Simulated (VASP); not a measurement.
Output of a VASP run:

**OSZICAR**
```
       N       E                     dE             d eps       ncg     rms          rms(c)
DAV:   1     0.763158177245E+01    0.76316E+01   -0.44030E+03   768   0.950E+02
DAV:   2    -0.164803643424E+02   -0.24112E+02   -0.22736E+02  1064   0.115E+02
DAV:   3    -0.169127972687E+02   -0.43243E+00   -0.43243E+00   888   0.194E+01
DAV:   4    -0.169141754956E+02   -0.13782E-02   -0.13782E-02  1160   0.118E+00
DAV:   5    -0.169141758234E+02   -0.32772E-06   -0.32772E-06   880   0.179E-02    0.881E+00
DAV:   6    -0.151204656213E+02    0.17937E+01   -0.76067E+00   808   0.157E+01    0.387E+00
DAV:   7    -0.150663715581E+02    0.54094E-01   -0.34258E-01  1152   0.416E+00    0.177E+00
DAV:   8    -0.150585808984E+02    0.77907E-02   -0.18833E-02   800   0.127E+00    0.163E-01
DAV:   9    -0.150588718113E+02   -0.29091E-03   -0.79544E-04  1160   0.244E-01    0.103E-01
DAV:  10    -0.150589812188E+02   -0.10941E-03   -0.20418E-04  1040   0.114E-01    0.221E-02
DAV:  11    -0.150589822711E+02   -0.10523E-05   -0.40758E-05   960   0.398E-02    0.553E-03
DAV:  12    -0.150589824323E+02   -0.16125E-06   -0.16037E-06   920   0.981E-03    0.138E-03
DAV:  13    -0.150589825185E+02   -0.86111E-07   -0.15493E-07   720   0.334E-03
   1 F= -.15058983E+02 E0= -.15058983E+02  d E =-.153066E-18
```

### OUTCAR
```
------------------------ aborting loop because EDIFF is reached ----------------------------------------
  FORCE on cell =-STRESS in cart. coord.  units (eV):
  Direction    XX          YY          ZZ          XY          YZ          ZX
  --------------------------------------------------------------------------------------
  Total        0.4065756      0.4065756      0.4065756      0.0000000      0.0000000      0.0000000
  in kB       31.4919016     31.4919016     31.4919016      0.0000000      0.0000000      0.0000000
  external PRESSURE =      31.4919016 kB  Pullay stress =       0.0000000 kB
  volume of cell :       20.68
      direct lattice vectors                 reciprocal lattice vectors
     0.000000000  2.178751305  2.178751305    -0.229489249  0.229489249  0.229489249
     2.178751305  0.000000000  2.178751305     0.229489249 -0.229489249  0.229489249
     2.178751305  2.178751305  0.000000000     0.229489249  0.229489249 -0.229489249
  FREE ENERGIE OF THE ION-ELECTRON SYSTEM (eV)
  ---------------------------------------------------
  free  energy   TOTEN  =       -15.0589825185 eV

  energy  without entropy=      -15.0589825185  energy(sigma->0) =      -15.05898252
```
(Selected blocks of OUTCAR.)

### POSCAR
```
SiC
1
    0.0000000000     2.1787513049     2.1787513049
    2.1787513049     0.0000000000     2.1787513049
    2.1787513049     2.1787513049     0.0000000000
Si C
1 1
Direct
  0.0000000000   0.0000000000   0.0000000000
  0.2500000000   0.2500000000   0.2500000000
```

Write an INCAR and KPOINTS that could have produced this output.

Several could match; the one computed here: the input of the run itself, PBE GGA, plane waves, VASP's PBE PAW potentials (set 64).

### INCAR
```
# general
SYSTEM = SiC
PREC   = Accurate
ENCUT  = 600
LREAL  = F
LASPH  = T

# electronic loop
EDIFF  = 1E-7
NELM   = 100
ALGO   = Normal

# smearing
ISMEAR = 0
SIGMA  = 0.05

# functional
GGA    = PE

# ions
ISIF   = 2

# output
LWAVE  = F
LCHARG = F
```

### KPOINTS
```
Automatic mesh
0
Gamma
10 10 10
0 0 0
```

POTCAR, in this order: Si C (PBE.64 set). Program: vasp_std.

The compound is SiC in the zinc blende structure. This cell was strained or had an atom moved on purpose.
